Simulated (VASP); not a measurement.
Given:

```xyz
3
Lattice="4.4762 0.0000 0.0000 -2.2381 3.8765 0.0000 0.0000 0.0000 2.6396" Properties=species:S:1:pos:R:3 pbc="T T T"
Pd     0.0000     0.0000     0.0000
Pd     0.0000     2.5844     1.3198
Pd     2.2381     1.2922     1.3198
```

Method: r2SCAN meta-GGA, VASP's PBE PAW potentials (set 64) (plane waves; VASP 6.6.1). Numerical set-up: 400 eV cut-off, 9×9×13 Γ-centred mesh, tetrahedra with Blöchl corrections, potentials Pd.

### Question
Give the energies of bands 5 to 18 at the high-symmetry points, in eV from the Fermi level.

### Answer

```
band      Γ      M      K      A      L      H
----  -----  -----  -----  -----  -----  -----
5     -3.15  -3.85  -4.04  -3.88  -3.63  -3.70
6     -3.15  -3.78  -3.60  -2.41  -3.06  -3.70
7     -3.08  -2.96  -1.76  -2.41  -2.93  -2.77
8     -3.08  -2.83  -1.64  -2.36  -2.26  -2.77
9     -2.29  -2.17  -1.64  -2.36  -1.93  -1.85
10    -2.29  -1.39  -1.50  -2.31  -1.43  -1.85
11    -1.56  -1.24  -1.26  -0.49  -0.69  -1.80
12    -1.56  -0.48  -1.26  -0.49  -0.65   0.09
13    -1.39  -0.37  -0.64  -0.18  -0.45   0.12
14    -1.39  -0.34  -0.64  -0.18   0.18   0.51
15     0.13  -0.24  -0.30   0.82   0.49   0.51
16     0.13  -0.01  -0.20   2.69   3.27   3.15
17     7.79   0.22  -0.20   3.54   3.58   5.28
18     7.79   1.59  -0.10   9.91   6.91   5.28
```

It has no gap at this level: it comes out as a metal or semimetal.

The structure was generated: Pd was put into the omega type (P6/mmm), which need not be its known phase. It was relaxed first.
